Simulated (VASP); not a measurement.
Level of theory: vdW-DF2, VASP's PBE PAW potentials (set 64) (plane waves; VASP 6.6.1).

VASP input:

### KPOINTS
```
kpoints
0
gamma
  16 16 16
```

INCAR:
```
# general
SYSTEM   = W
PREC     = Accurate
ENCUT    = 520
LREAL    = .False.
LASPH    = .True.

# electronic loop
EDIFF    = 1E-7
NELM     = 100
ALGO     = Normal
LMAXMIX  = 6

# smearing
ISMEAR   = 1
SIGMA    = 0.1

# functional
GGA      = ML
LUSE_VDW = .True.
AGGAC    = 0.0
ZAB_VDW  = -1.8867

# ions
ISIF     = 2

# output
LWAVE    = .False.
LCHARG   = .False.
```

**POSCAR**
```
W
1
   -1.6229779067     1.6229779067     1.6229779067
    1.6229779067    -1.6229779067     1.6229779067
    1.6229779067     1.6229779067    -1.6229779067
W
1
Direct
  0.0000000000   0.0000000000   0.0000000000
```

POTCAR, in this order: W_sv (PBE.64 set). Program: vasp_std.

**Question.** What will the output report for the number of irreducible k-points (NKPTS), largest plane-wave count, number of space-group operations, FFT grid (NGX, NGY, NGZ)?

**Answer.** 
| Quantity | Value |
|---|---|
| number of irreducible k-points (NKPTS) | 145 |
| largest plane-wave count | 474 |
| number of space-group operations | 48 |
| FFT grid (NGX, NGY, NGZ) | 24 × 24 × 24 |

The compound is W in the bcc structure. It was relaxed first, which changed the volume by +8 %.
